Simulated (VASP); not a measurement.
Given:

```yaml
crystal:
  lattice:
    - [2.64085, 0.00000, 0.00000]
    - [-1.32042, 2.28704, 0.00000]
    - [0.00000, 0.00000, 5.09517]
  atoms:
    - { symbol: Mn, position: [0.00000, 0.00000, 0.00000] }
    - { symbol: Mn, position: [0.00000, 0.00000, 0.50000] }
    - { symbol: C, position: [0.33333, 0.66667, 0.25000] }
    - { symbol: C, position: [0.66667, 0.33333, 0.75000] }
```

These are PBEsol GGA, VASP's PBE PAW potentials (set 64) (plane waves; VASP) values and carry that method's errors. Run with 520 eV cut-off, Gaussian smearing of 0.050 eV, potentials Mn_pv C.

Estimate the band gap (along the path) with the smallest direct gap where there is one.

* **band gap (along the path)**: none (metal, semimetal or under 0.01 eV)

The absolute energy has meaning only against runs of the same code, potentials and settings.

The structure was generated: MnC was put into the NiAs type type (P6_3/mmc), which need not be its known phase. It was relaxed first, which changed the volume by -36 %. The run is not spin-polarised, so no magnetic state was tried.
